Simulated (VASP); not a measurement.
Input of a VASP 6.6.1 run:

Contents of INCAR:

```
  ALGO = Normal
  EDIFF = 1E-6
  ENCUT = 520
  GGA = PE
  ISIF = 2
  ISMEAR = 0
  LASPH = T
  LCHARG = T
  LELF = T
  LREAL = F
  LVHAR = T
  LWAVE = F
  NBANDS = 16
  NELM = 100
  PREC = Accurate
  SIGMA = 0.01
```

Contents of KPOINTS:

```
k-points
0
Gamma
  8 8 8
```

POSCAR

```
GaP
1.0
    0.0000000000      2.7525369286      2.7525369286
    2.7525369286      0.0000000000      2.7525369286
    2.7525369286      2.7525369286      0.0000000000
Ga P
1 1
Direct
    0.0000000000      0.0000000000      0.0000000000
    0.2500000000      0.2500000000      0.2500000000
```

Potentials or basis: VASP PAW PBE potentials, release 64 (Ga_d, P).

Launch:

```sh
$ cat potpaw_PBE.64/Ga_d/POTCAR potpaw_PBE.64/P/POTCAR > POTCAR
$ mpirun -np 1 vasp_std > vasp.out
```

Problem. What does it give for the band gap on the k mesh?

Solution. 1.58 eV, direct.

Problem. Predict the pressure.

Solution. 0.0 GPa.

**Measured values to compare with.**

From “Stacking defects in GaP nanowires: Electronic structure and optical properties”, 2018, arxiv:1810.01194, for a bulk crystal of GaP at 10 K: band gap 2.34 eV (indirect).

Against the measured gap of GaP, 2.34 eV (indirect; 10 K; quoted in “Stacking defects in GaP nanowires: Electronic structure and optical properties”, 2018, arxiv:1810.01194), the calculated 1.58 eV is off by -0.76 eV. Spin-orbit coupling on Ga is left out. The value is that of PBE on a finite k mesh, which can miss the band edges, without temperature or zero-point motion. Semilocal functionals fall short of measured gaps as a rule.
